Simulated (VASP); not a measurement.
The system is Ni.

```xyz
2
Lattice="2.4918 0.0000 0.0000 -1.2459 2.1579 0.0000 0.0000 0.0000 4.0690" Properties=species:S:1:pos:R:3 pbc="T T T"
Ni    0.0000    1.4386    1.0173
Ni    1.2459    0.7193    3.0518
```

The cell was built by a generator and needn't be a form met in nature.

| Item | Value |
| --- | --- |
| Program | VASP 6.6.1 |
| Task | relaxation of cell and atoms |
| Functional | LDA |
| Potentials or basis | VASP PAW LDA potentials, release 64 (Ni) |
| Cutoff | 600 eV |
| k mesh | 14 × 14 × 8 |
| Occupations | fermi-dirac, width 0.05 eV |
| Spin | collinear spin, typed start |
| Starting moments | [0.8, -0.8] μB |

At the start: pressure -17.9 GPa; volume 10.94 Å³/atom.

Q: Where does the relaxation end?

A: Over 10 steps the energy falls by 56.8 meV/atom and the volume is 10.02 Å³/atom (-8.4 %); space group P6_3/mmc (No. 194, to 0.05 Å); moment 0.00 μB per cell.

Step by step:
```csv
step,energy change (eV),largest force (eV/Å),pressure (GPa),volume (Å³)
1,0.0000,0.0000,-17.94,21.88
2,0.0426,0.0000,30.45,18.23
3,-0.1130,0.0000,-0.55,20.06
4,-0.1130,0.0000,0.09,20.02
5,-0.1135,0.0000,0.00,20.03
6,-0.1135,0.0000,0.25,20.03
7,-0.1135,0.0000,-0.39,20.07
8,-0.1135,0.0000,-0.15,20.04
9,-0.1135,0.0000,0.15,20.03
10,-0.1135,0.0000,0.06,20.03
```

Final structure:
```cif
data_structure
_symmetry_space_group_name_H-M 'P 1'
_symmetry_Int_Tables_number 1
_cell_length_a 2.4119
_cell_length_b 2.4119
_cell_length_c 3.9768
_cell_angle_alpha 90.000
_cell_angle_beta 90.000
_cell_angle_gamma 120.000
_cell_volume 20.03
loop_
_atom_site_label
_atom_site_type_symbol
_atom_site_fract_x
_atom_site_fract_y
_atom_site_fract_z
_atom_site_occupancy
Ni1 Ni 0.33333 0.66667 0.25000 1
Ni2 Ni 0.66667 0.33333 0.75000 1
```
